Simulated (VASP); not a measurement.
VASP input:

**INCAR**
```
SYSTEM = CuI
PREC = Accurate
ENCUT = 300
EDIFF = 1E-6
NELM = 100
ALGO = Normal
LREAL = .FALSE.
LASPH = .TRUE.
ISMEAR = 0
SIGMA = 0.01
LMAXMIX = 4
LWAVE = .FALSE.
LCHARG = .FALSE.
ISIF = 2
```

**POSCAR**
```
CuI
1
    4.0460480000     0.0000000000     0.0000000000
   -2.0230240000     3.5039800000     0.0000000000
    0.0000000000     0.0000000000     7.3285480000
Cu I
2 2
Direct
  0.6666670000   0.3333330000   0.5899500000
  0.3333330000   0.6666670000   0.4100500000
  0.3333330000   0.6666670000   0.7547500000
  0.6666670000   0.3333330000   0.2452500000
```

File KPOINTS:
```
Automatic mesh
0
Gamma
8 8 4
0 0 0
```

POTCAR, in this order: Cu I (LDA.64 set). Program: vasp_std.

Task: Translate this LDA calculation to Ansatz.

Result: One equivalent input (not run):
Ansatz 0.2 input:
```yaml
crystal:
  lattice:
    - [4.0460480, 0.0000000, 0.0000000]
    - [-2.0230240, 3.5039800, 0.0000000]
    - [0.0000000, 0.0000000, 7.3285480]
  atoms:
    - { symbol: Cu, position: [0.6666670, 0.3333330, 0.5899500] }
    - { symbol: Cu, position: [0.3333330, 0.6666670, 0.4100500] }
    - { symbol: I, position: [0.3333330, 0.6666670, 0.7547500] }
    - { symbol: I, position: [0.6666670, 0.3333330, 0.2452500] }
kpoints:
  mp_grid: { grid: [8, 8, 4] }
hamiltonian:
  xc: lda
  pseudopotentials: { kind: paw }
scf:
  occupations: { method: gaussian, width: 0.01 }
  max_iter: 100
output: { forces: true, stress: true, eigenvalues: true }
```
The two are equivalent in intent, not identical: each code has its own PAW files, so the cut-off isn't converted (ENCUT is set for VASP's; basis.ecutwfc is left out, and Ansatz then takes the one that its files recommend); Ansatz stops its SCF on the density residual and VASP on the energy change (EDIFF); Ansatz's lda is the Perdew-Wang form, while the LDA potentials of VASP carry Perdew-Zunger's.

The structure comes from a computed database's CuI entry (P-3m1); how it stands against other phases isn't given here. The cell was not relaxed at this level, and its volume differs by -5.9 % from the start's.
